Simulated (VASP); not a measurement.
Given:

```
Ta
1.0
   -1.64307     1.64307     1.64307
    1.64307    -1.64307     1.64307
    1.64307     1.64307    -1.64307
Ta
1
Direct
  0.00000   0.00000   0.00000
```

Method: PBE GGA, VASP's PBE PAW potentials (set 64) (plane waves; VASP 6.6.1). Run with 520 eV cut-off, 15×15×15 Γ-centred mesh, first-order Methfessel-Paxton smearing of 0.10 eV, potentials Ta_pv.

Unless said otherwise, spin-orbit coupling is left out, though it shifts the bands of the heavy elements here.

### Question
Predict the energy per atom (σ→0), pressure, band gap (on the k-mesh) with the smallest direct gap where there is one.

### Answer

```
Quantity                                                     Value
------------------------  ----------------------------------------
band gap (on the k-mesh)  none (metal, semimetal or under 0.01 eV)
energy per atom (σ→0)                              -11.802 eV/atom
pressure                                                  5.98 GPa
```

The compound is Ta in the bcc structure. This cell is one point of a volume scan, at 0.97 of the reference volume.
